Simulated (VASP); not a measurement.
```xyz
4
Lattice="3.6419 0.0000 0.0000 0.0000 3.6419 0.0000 0.0000 0.0000 3.6419" Properties=species:S:1:pos:R:3 pbc="T T T"
Cu     0.0000     1.8210     1.8210
Cu     1.8210     0.0000     1.8210
Cu     1.8210     1.8210     0.0000
Au     0.0000     0.0000     0.0000
```

Level of theory: PBEsol GGA, VASP's PBE PAW potentials (set 64) (plane waves; VASP). Numerical set-up: 520 eV cut-off, 8×8×8 Γ-centred mesh, first-order Methfessel-Paxton smearing of 0.10 eV, potentials Cu Au.

Unless said otherwise, spin-orbit coupling is left out, though it shifts the bands of the heavy elements here.

**Question.** What does the run give for the energy per atom (σ→0), pressure, band gap (on the k-mesh) with the smallest direct gap where there is one?

**Answer.** 
The band gap (on the k-mesh) is none (metal, semimetal or under 0.01 eV) and the energy per atom (σ→0) is -408.1 kJ/mol of atoms. The pressure is 120.2 kbar.

Total energies compare only between runs with the same potentials, cut-off and functional.

The compound is Cu3Au in the L1_2 structure. This cell is one point of a volume scan, at 0.94 of the reference volume.
